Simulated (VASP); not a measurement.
Here is the system:

```xyz
1
Lattice="0.0000 1.8050 1.8050 1.8050 0.0000 1.8050 1.8050 1.8050 0.0000" Properties=species:S:1:pos:R:3 pbc="T T T"
Cu     0.0000     0.0000     0.0000
```

All values below come from PBEsol GGA, VASP's PBE PAW potentials (set 64) (plane waves; VASP). Run with 480 eV cut-off, 16×16×16 Γ-centred mesh, first-order Methfessel-Paxton smearing of 0.10 eV, potentials Cu.

Energy and stress use the plane-wave basis of the starting cell.

Task: The ions, cell shape and volume are relaxed. Give the cell that the relaxation ends in.

Result: 
```xyz
1
Lattice="0.0000 1.7839 1.7839 1.7839 0.0000 1.7839 1.7839 1.7839 0.0000" Properties=species:S:1:pos:R:3 pbc="T T T"
Cu     0.0000     0.0000     0.0000
```
Space group Fm-3m (225), at a tolerance of 0.03 Å.

Task: How do energy and volume change from the first to the last step?

Result: The energy (σ→0) changes by -7.3 meV/atom and the volume by -3.5 %, in 3 ionic steps.

The compound is Cu in the fcc structure. This run relaxes it. Symmetry was kept, so distortions that lower it aren't found.
